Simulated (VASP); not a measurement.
Input:

```
Pt3Ti
1.0
    3.92000     0.00000     0.00000
    0.00000     3.92000     0.00000
    0.00000     0.00000     3.92000
Ti Pt
1 3
Direct
  0.00000   0.00000   0.00000
  0.00000   0.50000   0.50000
  0.50000   0.00000   0.50000
  0.50000   0.50000   0.00000
```

Computed with PBE GGA, VASP's PBE PAW potentials (set 64) (plane waves; VASP). Run with 300 eV cut-off, 6×6×6 Γ-centred mesh, Fermi-Dirac smearing of 0.10 eV, potentials Ti_sv Pt.

Task: Give the energies of bands 11 to 24 at the high-symmetry points, in eV from the Fermi level.

Result: 
| band | Γ | X | M | R |
|---|---|---|---|---|
| 11 | -6.56 | -4.94 | -4.70 | -4.36 |
| 12 | -3.51 | -4.54 | -4.70 | -3.54 |
| 13 | -3.51 | -4.26 | -4.24 | -3.54 |
| 14 | -3.51 | -4.26 | -4.24 | -3.54 |
| 15 | -1.63 | -3.48 | -4.01 | -2.94 |
| 16 | -1.63 | -3.02 | -3.10 | -2.94 |
| 17 | -0.50 | -2.59 | -3.03 | -0.88 |
| 18 | 0.05 | -2.59 | -3.03 | -0.62 |
| 19 | 0.05 | -2.53 | -2.34 | -0.62 |
| 20 | 0.05 | -1.33 | -2.23 | -0.62 |
| 21 | 1.41 | -0.14 | -2.19 | -0.43 |
| 22 | 1.41 | -0.14 | 0.27 | -0.43 |
| 23 | 1.62 | 0.06 | 0.27 | -0.43 |
| 24 | 1.62 | 0.53 | 0.43 | 1.21 |

It has no gap at this level: it comes out as a metal or semimetal.

The structure is a typed Pt3Ti crystal (Pm-3m). The cell was not relaxed at this level.
